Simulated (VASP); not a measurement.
# Nb2SnSe (P-6m2) in VASP: further runs

Runs on Nb2SnSe. Level: PBE. Tasks: relaxation of cell and atoms.

All numbers are computed with VASP 6.6.1; they aren't measurements. Logs are shortened: lines on timing, memory, paths and dates and some standing lists are left out, and cuts for length are marked.

### Step 1. The structure

It takes space group P-6m2 (No. 187, hexagonal). The conventional cell has a = 3.380 Å, b = 3.380 Å, c = 7.790 Å, α = 90.00°, β = 90.00°, γ = 120.00°. Around Nb (site symmetry 3m) lie 3 Se at 2.62 Å and 3 Sn at 2.90 Å. Around Sn (site symmetry -6m2) lie 6 Nb at 2.90 Å. Around Se (site symmetry -6m2) lie 6 Nb at 2.62 Å.

The cell was built by a generator and needn't be a form met in nature.

### Step 2. Relaxation of cell and atoms, PBE

Input file INCAR:

```
SYSTEM = Nb2SnSe
PREC = Accurate
ENCUT = 520
EDIFF = 1E-6
ISMEAR = 0
SIGMA = 0.1
LREAL = .FALSE.
LASPH = .TRUE.
NELM = 120
ALGO = Normal
ISIF = 3
LWAVE = .FALSE.
LCHARG = .FALSE.
GGA = PE
IBRION = 2
NSW = 90
EDIFFG = -0.01
KPAR = 4
```

Input file KPOINTS:

```
Automatic mesh
0
G
  12 12 6
  0 0 0
```

Input file POSCAR:

```
Nb2SnSe
1.0
    3.3799281800      0.0000000000      0.0000000000
   -1.6899640900      2.9271036700      0.0000000000
    0.0000000000      0.0000000000      7.7900000000
Nb Sn Se
2 1 1
Direct
    0.6666666700      0.3333333300      0.7242618700
    0.6666666700      0.3333333300      0.2757381300
    0.0000000000      0.0000000000      0.0000000000
    0.3333333300      0.6666666700      0.5000000000
```

Potentials or basis: VASP PAW PBE potentials, release 64 (Nb_sv, Sn_d, Se).

Run with:

```bash
$ cat potpaw_PBE.64/Nb_sv/POTCAR potpaw_PBE.64/Sn_d/POTCAR potpaw_PBE.64/Se/POTCAR > POTCAR
$ mpirun -np 4 vasp_std > vasp.out
```

OUTCAR:

```text
SYSTEM = Nb2SnSe
   PREC = Accurate
   ENCUT = 520
   EDIFF = 1E-6
   ISMEAR = 0
   LREAL = .FALSE.
   LASPH = .TRUE.
   NELM = 120
   ISIF = 3
   GGA = PE
   IBRION = 2
   NSW = 90
   EDIFFG = -0.01

 ion  position               nearest neighbor table
   1  0.667  0.333  0.724-   4 2.62   4 2.62   4 2.62   3 2.90   3 2.90   3 2.90
   2  0.667  0.333  0.276-   4 2.62   4 2.62   4 2.62   3 2.90   3 2.90   3 2.90
   3  0.000  0.000  0.000-   1 2.90   2 2.90   1 2.90   2 2.90   1 2.90   2 2.90
   4  0.333  0.667  0.500-   1 2.62   2 2.62   1 2.62   2 2.62   1 2.62   2 2.62

  LATTYP: Found a hexagonal cell.
 ALAT       =     3.3799281800
 C/A-ratio  =     2.3047827010

  Lattice vectors:

 A1 = (   3.3799281800,   0.0000000000,   0.0000000000)
 A2 = (  -1.6899640900,   2.9271036700,   0.0000000000)
 A3 = (   0.0000000000,   0.0000000000,   7.7900000000)

Analysis of symmetry for initial positions (statically):
=====================================================================
 Subroutine PRICEL returns:
 Original cell was already a primitive cell.

 Routine SETGRP: Setting up the symmetry group for a
 hexagonal supercell.

 Subroutine GETGRP returns: Found 12 space group operations
 (whereof 12 operations were pure point group operations)
 out of a pool of 24 trial point group operations.

The static configuration has the point symmetry D_3h.

Analysis of symmetry for dynamics (positions and initial velocities):
=====================================================================
 Subroutine PRICEL returns:
 Original cell was already a primitive cell.

 Routine SETGRP: Setting up the symmetry group for a
 hexagonal supercell.

 Subroutine GETGRP returns: Found 12 space group operations
 (whereof 12 operations were pure point group operations)
 out of a pool of 24 trial point group operations.

The dynamic configuration has the point symmetry D_3h.

 Subroutine INISYM returns: Found 12 space group operations
 (whereof 12 operations are pure point group operations),
 and found     1 'primitive' translations

----------------------------------------------------------------------------------------

                                     Primitive cell

  volume of cell :      77.0696

[... 100 lines left out ...]
   POTIM  = 0.5000    time-step for ionic-motion
   TEBEG  =    0.0;   TEEND  =   0.0 temperature during run
   PSTRESS=    0.0 pullay stress
   NELECT =      46.0000    total number of electrons
   NUPDOWN=      -1.0000    fix difference up-down
   EMIN   =  10.00;   EMAX   =-10.00  energy-range for DOS
   EFERMI =   0.00;   METHOD = LEGACY
   ISMEAR =     0;   SIGMA  =   0.10  broadening in eV -4-tet -1-fermi 0-gaus
   EFERMI_NEDOS =   21; number of points for ismear=-14 and -15
   IALGO  =     38    algorithm
   IMIX   =      4    mixing-type and parameters
     AMIX     =   0.40;   BMIX     =  1.00
     AMIX_MAG =   1.60;   BMIX_MAG =  1.00
  volume/ion in A,a.u.               =      19.27       130.02
  Fermi-wavevector in a.u.,A,eV,Ry     =   1.378372  2.604745 25.849835  1.899909
  Thomas-Fermi vector in A             =   2.503440
   LORBIT       =      0    0 simple, 1 ext, 2 COOP (PROOUT), +10 PAW based schemes
   GGA     = PE    functional components
   LHFCALC =     F    Hartree Fock is set to
   AEXX    =    0.0000 exact exchange contribution
   IVDW    =     0    specifies the selected vdW correction
   LEPSILON=     F    determine dielectric tensor
   LRPA    =     F    only Hartree local field effects (RPA)
 conjugate gradient relaxation of ions
 non-spin polarized calculation
 Gauss-broadening in eV      SIGMA  =   0.10
  energy-cutoff  :      520.00
  volume of cell :       77.07
 maximum number of plane-waves:      2099
 NGX is ok and might be reduce to    28
   NGX = 13   NGY = 13   NGZ = 29

--------------------------------------- Ionic step        1  -------------------------------------------

 number of electron      45.9999990 magnetization

 Free energy of the ion-electron system (eV)
  ---------------------------------------------------
  ext. energy  EPLUGINS =         0.00000000
  ---------------------------------------------------
  free energy    TOTEN  =       -28.98558976 eV

  energy without entropy =      -28.96579528  energy(sigma->0) =      -28.97569252

------------------------ aborting loop because EDIFF is reached ----------------------------------------

  FORCE on cell =-STRESS in cart. coord.  units (eV):
  Direction    XX          YY          ZZ          XY          YZ          ZX
  --------------------------------------------------------------------------------------
  -------------------------------------------------------------------------------------
  Total        0.0477013      0.0477013      0.0860656      0.0000000      0.0000000     -0.0000000
  in kB        0.9916484      0.9916484      1.7891918      0.0000000      0.0000000     -0.0000000
  external PRESSURE =       1.2574962 kB  Pullay stress =       0.0000000 kB
[... 101 lines left out ...]
--------------------------------------- Ionic step        4  -------------------------------------------

 number of electron      45.9999990 magnetization

 Free energy of the ion-electron system (eV)
  ---------------------------------------------------
  ext. energy  EPLUGINS =         0.00000000
  ---------------------------------------------------
  free energy    TOTEN  =       -28.98593474 eV

  energy without entropy =      -28.96674203  energy(sigma->0) =      -28.97633839

 E-fermi :  10.4150     XC(G=0): -11.7510

 val. band max:       10.4105206715   @ k =   0.0833  -0.0000   0.1667
 cond. band min:      10.4224504221   @ k =   0.0000   0.0000   0.0000
 fundamental gap:      0.0119297507
 Fermi energy:        10.4150033889

 k-point     1 :       0.0000    0.0000    0.0000
  band No.  band energies     occupation
      1     -44.8594      2.00000
      2     -44.8535      2.00000
      3     -21.1569      2.00000
      4     -21.0326      2.00000
      5     -20.7632      2.00000
      6     -20.7632      2.00000
[... 709 lines left out ...]
     26      11.9299      0.00000
     27      12.1967      0.00000

 [... further k-points ...]

------------------------ aborting loop because EDIFF is reached ----------------------------------------

  FORCE on cell =-STRESS in cart. coord.  units (eV):
  Direction    XX          YY          ZZ          XY          YZ          ZX
  --------------------------------------------------------------------------------------
  -------------------------------------------------------------------------------------
  Total       -0.0014851     -0.0014851      0.0063097      0.0000000      0.0000000     -0.0000000
  in kB       -0.0308605     -0.0308605      0.1311142      0.0000000      0.0000000     -0.0000000
  external PRESSURE =       0.0231311 kB  Pullay stress =       0.0000000 kB
[... 19 lines left out ...]
  FREE ENERGIE OF THE ION-ELECTRON SYSTEM (eV)
  ---------------------------------------------------
  free  energy   TOTEN  =       -28.9859347444 eV

  energy  without entropy=      -28.9667420280  energy(sigma->0) =      -28.97633839

 reached required accuracy - stopping structural energy minimisation
```

OSZICAR:

```text
N       E                     dE             d eps       ncg     rms          rms(c)
DAV:   1     0.599792852186E+03    0.59979E+03   -0.23684E+04  4149   0.218E+03
DAV:   2     0.519148105830E+02   -0.54788E+03   -0.53840E+03  4147   0.699E+02
DAV:   3    -0.239765000603E+02   -0.75891E+02   -0.73716E+02  6504   0.219E+02
[... 32 lines left out ...]
DAV:   4    -0.289859206230E+02    0.42468E-05   -0.99931E-05  6834   0.657E-02    0.152E-02
DAV:   5    -0.289859265970E+02   -0.59740E-05   -0.22789E-05  8045   0.301E-02    0.126E-02
DAV:   6    -0.289859315123E+02   -0.49153E-05   -0.23080E-06  3912   0.109E-02    0.537E-03
DAV:   7    -0.289859345437E+02   -0.30314E-05   -0.41251E-06  5677   0.150E-02    0.161E-03
DAV:   8    -0.289859347444E+02   -0.20071E-06   -0.42910E-07  2651   0.611E-03
   4 F= -.28985935E+02 E0= -.28976338E+02  d E =-.138990E-03
```

It took 3.4 min on 4 MPI ranks of Intel Xeon Platinum 8259CL at 2.50GHz (Skylake/Cascade Lake), shared host; peak memory 0.33 GiB.

What came out:

| Quantity | Value |
| --- | --- |
| Free energy | -28.9859 eV |
| Relaxed volume | 19.28 Å³/atom |
| Relaxed cell | a = 3.380 Å, b = 3.380 Å, c = 7.794 Å, α = 90.00°, β = 90.00°, γ = 120.00° |
| Space group after relaxing (to 0.05 Å) | P-6m2 (No. 187) |
| Energy gained by relaxing | 0.1 meV/atom |
| Ionic steps | 4 |
| Pressure after relaxing | 0.0 GPa |
| Band gap on the k mesh | none (metal or under the smearing width) |

Forces in eV/Å, atoms in the order of the input:
```
Nb   0.000  0.000 -0.003
Nb   0.000  0.000  0.003
Sn   0.000  0.000  0.000
Se   0.000  0.000  0.000
```

Step by step:
| step | energy change (eV) | largest force (eV/Å) | pressure (GPa) | volume (Å³) |
| --- | --- | --- | --- | --- |
| 1 | 0.0000 | 0.0601 | 0.13 | 77.07 |
| 2 | -0.0002 | 0.0228 | -0.21 | 77.24 |
| 3 | -0.0002 | 0.0297 | -0.16 | 77.21 |
| 4 | -0.0003 | 0.0029 | 0.00 | 77.10 |

Final structure:
```
Nb Sn Se
1.0
     3.37973    0.00000    0.00000
    -1.68987    2.92693    0.00000
     0.00000    0.00000    7.79425
Nb Sn Se
2 1 1
Direct
  0.66667 0.33333 0.72498
  0.66667 0.33333 0.27502
  0.00000 0.00000 0.00000
  0.33333 0.66667 0.50000
```

### Step 3. Relaxation of cell and atoms, PBE

Changes to INCAR since step 2:

```diff
@@ -3,3 +3,3 @@
 ENCUT = 520
-EDIFF = 1E-6
+EDIFF = 1E-7
 ISMEAR = 0
@@ -15,4 +15,5 @@
 IBRION = 2
-NSW = 90
-EDIFFG = -0.01
+NSW = 60
+EDIFFG = -0.005
+POTIM = 0.3
 KPAR = 4
```

KPOINTS is that of step 2.

Input file POSCAR:

```
Nb2SnSe                                 
1.0
    3.3797325126     -0.0000000000      0.0000000000
   -1.6898662563      2.9269342171     -0.0000000000
    0.0000000000      0.0000000000      7.7942489005
  Nb              Sn              Se            
     2     1     1
Direct
     0.6666666699999979    0.3333333300000021    0.7249760003952412
     0.6666666699999979    0.3333333300000021    0.2750239996047587
     1.0000000000000000    1.0000000000000000    0.0000000000000000
     0.3333333300000021    0.6666666699999979    0.5000000000000000
```

Potentials or basis: VASP PAW PBE potentials, release 64 (Nb_sv, Sn_d, Se).

Run with:

```bash
$ cat potpaw_PBE.64/Nb_sv/POTCAR potpaw_PBE.64/Sn_d/POTCAR potpaw_PBE.64/Se/POTCAR > POTCAR
$ mpirun -np 4 vasp_std > vasp.out
```

Run time: 80 s. Hardware: 4 MPI ranks of Intel Xeon Platinum 8259CL at 2.50GHz (Skylake/Cascade Lake), shared host; peak memory 0.31 GiB.

Results (log left out):

| Item | Value |
| --- | --- |
| Free energy | -28.9859 eV |
| Pressure after relaxing | 0.0 GPa |
| Largest force after relaxing | 0.004 eV/Å |
| Band gap on the k mesh | none (metal or under the smearing width) |

Forces in eV/Å, atoms in the order of the input:
```
Nb   0.000  0.000 -0.004
Nb   0.000  0.000  0.004
Sn   0.000  0.000  0.000
Se   0.000  0.000  0.000
```

Final structure:
```
Nb Sn Se
1.0
     3.37973    0.00000    0.00000
    -1.68987    2.92693    0.00000
     0.00000    0.00000    7.79425
Nb Sn Se
2 1 1
Direct
  0.66667 0.33333 0.72498
  0.66667 0.33333 0.27502
  0.00000 0.00000 0.00000
  0.33333 0.66667 0.50000
```

Levels at points of the mesh, in eV from the Fermi level:
```csv
k point,band 19,band 20,band 21,band 22,band 23,band 24,band 25,band 26,band 27
"(0.00, 0.00, 0.00)",-2.93,-2.14,-0.46,-0.46,0.01,0.01,0.21,1.08,1.08
"(0.50, 0.00, 0.00)",-4.02,-2.46,-2.17,-1.94,0.45,0.91,1.21,2.43,2.53
"(0.00, 0.00, 0.50)",-3.08,-1.45,-0.69,-0.69,-0.18,0.05,0.05,0.89,0.89
"(0.50, 0.00, 0.50)",-3.96,-2.79,-2.02,-1.62,-0.50,1.14,2.33,2.48,2.53
```

Caveat: the relaxation stopped at its first step, so nothing moved.
